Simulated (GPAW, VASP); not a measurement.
VASP ran on this input.

**KPOINTS**
```
Regular mesh
0
gamma
  9 9 9
```

POSCAR:
```
Pb
1
    0.0000000000     2.4750000000     2.4750000000
    2.4750000000     0.0000000000     2.4750000000
    2.4750000000     2.4750000000     0.0000000000
Pb
1
Direct
  0.0000000000   0.0000000000   0.0000000000
```

### INCAR
```
ALGO  =  Normal
EDIFF  =  1E-6   # SCF stop (eV)
LWAVE  =  F
SYSTEM  =  Pb
ENCUT  =  300
LMAXMIX  =  4   # l cut-off of mixed one-centre charges
NELM  =  100   # most electronic steps
LCHARG  =  F
GGA  =  PE   # PBE
PREC  =  Accurate
LREAL  =  F   # projection in real space or not
ISMEAR  =  -1   # Fermi-Dirac
SIGMA  =  0.1   # width (eV)
LASPH  =  T   # aspherical one-centre terms
ISIF  =  2
```

POTCAR, in this order: Pb_d (PBE.64 set). Program: vasp_std.

**Question.** Write an input for GPAW that does the same calculation.

**Answer.** One input that does it (PBE, GPAW PAW datasets PBE (gpaw-data 1.0.1)):
```
from ase import Atoms
from ase.units import GPa
from gpaw import GPAW

atoms = Atoms(['Pb'],
              cell=[[0.000000, 2.475000, 2.475000],
                    [2.475000, 0.000000, 2.475000],
                    [2.475000, 2.475000, 0.000000]],
              positions=[[0.000000, 0.000000, 0.000000]],
              pbc=True)

calc = GPAW(mode={'name': 'pw', 'ecut': 550},
            xc='PBE',
            kpts=(9, 9, 9),
            occupations={'name': 'fermi-dirac', 'width': 0.1},
            nbands=-9,
            convergence={'forces': 0.001},
            symmetry={'symmorphic': False, 'tolerance': 0.0005},
            maxiter=150,
            txt='-')

atoms.calc = calc

energy = atoms.get_potential_energy()
print('Energy (eV):', round(energy, 6))
forces = atoms.get_forces()
print('Forces (eV/Ang):')
print(forces.round(5))
stress = atoms.get_stress()
print('Stress (GPa, Voigt):', (stress / GPa).round(4))
```
Both are inputs of real runs that ended normally. What can't carry over is the choice of potentials or basis and its cut-off, and each code's defaults.

The structure is a typed Pb crystal (Fm-3m). The cell was not relaxed at this level, and it may have been scaled.
